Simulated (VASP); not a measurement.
# GaBi (relaxed from the MnP structure, space group Pnma): computed properties

Calculation: LDA (Ceperley-Alder, Perdew-Zunger), VASP's LDA PAW potentials (set 64) (plane waves; VASP).

| Item | Value |
|---|---|
| space group | Pnma (62) |
| cell | a = 6.573 Å, b = 4.130 Å, c = 7.389 Å, α = 90.00°, β = 90.00°, γ = 90.00° |
| volume per atom | 25.07 Å³/atom |
| band gap (over mesh and band path) | none (metal, semimetal or under 0.01 eV) |
| density | 9.23 g/cm³ |

Space group Pnma (No. 62); a = 6.5727 Å, b = 4.1300 Å, c = 7.3895 Å, α = 90.00°, β = 90.00°, γ = 90.00°

```json
[
 {"atom": "Ga", "site": "4c", "symmetry": ".m.", "x": "0.0168", "y": "0.2500", "z": "0.8042"},
 {"atom": "Bi", "site": "4c", "symmetry": ".m.", "x": "0.1930", "y": "0.2500", "z": "0.4196"}
]
```

Unless said otherwise, spin-orbit coupling is left out, though it shifts the bands of the heavy elements here.

The structure was generated: GaBi was put into the MnP type (Pnma), which need not be its known phase. It was relaxed first, which changed the volume by +28 %. Symmetry was kept, so distortions that lower it aren't found.
